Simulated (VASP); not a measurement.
Calculation: LDA (Ceperley-Alder, Perdew-Zunger), VASP's LDA PAW potentials (set 64) (plane waves; VASP).

Input for VASP

### POSCAR
```
BP
1
    0.0000000000     2.2448377509     2.2448377509
    2.2448377509     0.0000000000     2.2448377509
    2.2448377509     2.2448377509     0.0000000000
B P
1 1
Direct
  0.0000000000   0.0000000000   0.0000000000
  0.2500000000   0.2500000000   0.2500000000
```

**INCAR**
```
! general
SYSTEM   = BP
PREC     = Accurate
ENCUT    = 520
LREAL    = .FALSE.
LASPH    = .TRUE.

! electronic loop
EDIFF    = 1E-8
NELM     = 100
ALGO     = Normal

! smearing
ISMEAR   = 0
SIGMA    = 0.01

! ions
IBRION   = 8
NSW      = 1

! output
LWAVE    = .FALSE.
LCHARG   = .FALSE.

! other
LEPSILON = .TRUE.
```

### KPOINTS
```
Automatic
0
Gamma
 14 14 14
0 0 0
```

POTCAR, in this order: B P (LDA.64 set). Program: vasp_std.

The resulting files:

File OUTCAR:
```


 HEAD OF MICROSCOPIC STATIC DIELECTRIC TENSOR (INDEPENDENT PARTICLE, excluding Hartree and local field effects)
 ------------------------------------------------------
           9.643226     0.000000    -0.000000
          -0.000000     9.643226     0.000000
           0.000000     0.000000     9.643226
 ------------------------------------------------------

 MACROSCOPIC STATIC DIELECTRIC TENSOR (including local field effects in DFT)
 ------------------------------------------------------
           9.198219     0.000000     0.000000
          -0.000000     9.198219     0.000000
           0.000000    -0.000000     9.198219
 ------------------------------------------------------

 PIEZOELECTRIC TENSOR (including local field effects)  for field in x, y, z        (e  Angst)
          XX          YY          ZZ          XY          YZ          ZX
  --------------------------------------------------------------------------------
  x     0.00000    -0.00000    -0.00000     0.00000     0.24342     0.00000
  y     0.00000     0.00000     0.00000     0.00000     0.00000     0.24342
  z     0.00000     0.00000    -0.00000     0.24342     0.00000     0.00000

 PIEZOELECTRIC TENSOR (including local field effects)  for field in x, y, z        (C/m^2)
          XX          YY          ZZ          XY          YZ          ZX
  --------------------------------------------------------------------------------
  x     0.00000    -0.00000    -0.00000     0.00000     0.17238     0.00000
  y     0.00000     0.00000     0.00000     0.00000     0.00000     0.17238
  z     0.00000     0.00000    -0.00000     0.17238     0.00000     0.00000

 BORN EFFECTIVE CHARGES (including local field effects) (in |e|, cummulative output)
 ---------------------------------------------------------------------------------
 ion    1
    1    -0.62577     0.00000     0.00000
    2     0.00000    -0.62577    -0.00000
    3     0.00000     0.00000    -0.62577
 ion    2
    1     0.62577     0.00000     0.00000
    2    -0.00000     0.62577     0.00000
    3    -0.00000    -0.00000     0.62577

   1 f  =   24.565676 THz   154.350695 2PiTHz  819.422754 cm-1   101.595428 meV

   2 f  =   24.565676 THz   154.350695 2PiTHz  819.422754 cm-1   101.595428 meV

   3 f  =   24.565676 THz   154.350695 2PiTHz  819.422754 cm-1   101.595428 meV

   4 f/i=    0.001488 THz     0.009348 2PiTHz    0.049628 cm-1     0.006153 meV

   5 f/i=    0.001488 THz     0.009348 2PiTHz    0.049628 cm-1     0.006153 meV

   6 f/i=    0.001488 THz     0.009348 2PiTHz    0.049628 cm-1     0.006153 meV

 MACROSCOPIC STATIC DIELECTRIC TENSOR IONIC CONTRIBUTION
 ------------------------------------------------------
           0.158266    -0.000000    -0.000000
          -0.000000     0.158266    -0.000000
          -0.000000    -0.000000     0.158266
 ------------------------------------------------------

 ELASTIC MODULI CONTR FROM IONIC RELAXATION (kBar)
 Direction    XX          YY          ZZ          XY          YZ          ZX
 --------------------------------------------------------------------------------
 XX           0.0000      0.0000      0.0000      0.0000      0.0000      0.0000
 YY           0.0000      0.0000      0.0000      0.0000      0.0000      0.0000
 ZZ           0.0000      0.0000      0.0000      0.0000      0.0000      0.0000
 XY           0.0000      0.0000      0.0000   -218.0855      0.0000      0.0000
 YZ           0.0000      0.0000      0.0000      0.0000   -218.0855      0.0000
 ZX           0.0000      0.0000      0.0000      0.0000      0.0000   -218.0855
 --------------------------------------------------------------------------------

 PIEZOELECTRIC TENSOR IONIC CONTR  for field in x, y, z        (C/m^2)
          XX          YY          ZZ          XY          YZ          ZX
  --------------------------------------------------------------------------------
  x     0.00000     0.00000     0.00000     0.00000    -0.17482     0.00000
  y     0.00000     0.00000     0.00000     0.00000     0.00000    -0.17482
  z     0.00000     0.00000     0.00000    -0.17482     0.00000     0.00000
```
(Selected blocks of OUTCAR.)

OUTCAR:
```
 val. band max:        7.7930349724   @ k =   0.0000   0.0000   0.0000

 cond. band min:       8.9405668375   @ k =   0.4286   0.4286   0.0000


 Fermi energy:         7.8620524308

 k-point     1 :       0.0000    0.0000    0.0000
  band No.  band energies     occupation
      1      -7.8827      2.00000
      2       7.7930      2.00000
      3       7.7930      2.00000
      4       7.7930      2.00000
      5      11.2232      0.00000
      6      11.2232      0.00000
      7      11.2232      0.00000
      8      15.6563      0.00000

 k-point     2 :       0.0714    0.0000    0.0000
  band No.  band energies     occupation
      1      -7.7883      2.00000
      2       7.0509      2.00000
      3       7.6276      2.00000
      4       7.6276      2.00000
      5      11.4517      0.00000
      6      11.4517      0.00000
      7      11.5201      0.00000
      8      15.9052      0.00000

 k-point     3 :       0.1429    0.0000    0.0000
  band No.  band energies     occupation
      1      -7.5068      2.00000
      2       5.4981      2.00000
      3       7.2528      2.00000
      4       7.2528      2.00000
      5      11.8522      0.00000
      6      11.9658      0.00000
      7      11.9658      0.00000
      8      16.5461      0.00000

 k-point     4 :       0.2143    0.0000    0.0000
  band No.  band energies     occupation
      1      -7.0436      2.00000
      2       3.7483      2.00000
      3       6.8423      2.00000
      4       6.8423      2.00000
      5      11.9436      0.00000
      6      12.4476      0.00000
      7      12.4476      0.00000
      8      17.2776      0.00000

 k-point     5 :       0.2857    0.0000    0.0000
  band No.  band energies     occupation
      1      -6.4120      2.00000
      2       2.0240      2.00000
      3       6.4866      2.00000
      4       6.4866      2.00000
      5      11.9073      0.00000
      6      12.6676      0.00000
      7      12.6676      0.00000
...
```

The compound is BP in the zinc blende structure. It was relaxed first.
